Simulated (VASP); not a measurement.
Energy against volume of CdF₂ (fluorite). Method: LDA (Ceperley-Alder, Perdew-Zunger), VASP's LDA PAW potentials (set 64) (plane waves; VASP). Run with 520 eV cut-off, 7×7×7 Γ-centred mesh, Gaussian smearing of 0.050 eV, potentials Cd F.

| V (Å³/atom) | E (eV/atom) |
|---|---|
| 12.140 | -4.23999 |
| 12.515 | -4.24551 |
| 12.891 | -4.24199 |
| 13.266 | -4.23088 |

**Question.** Fit these four points and predict the energy of the run at 11.764 Å³/atom.

**Answer.** A cubic in V^(−2/3), the third-order Birch-Murnaghan form, passes through the four points with V0 = 12.55 Å³/atom and B0 = 127 GPa, and gives -4.2237 eV/atom there. The run gave -4.2237 eV/atom, +0.0 meV/atom from the fit; all five points give B0 = 127 GPa.

The compound is CdF2 in the fluorite structure. It was relaxed first.
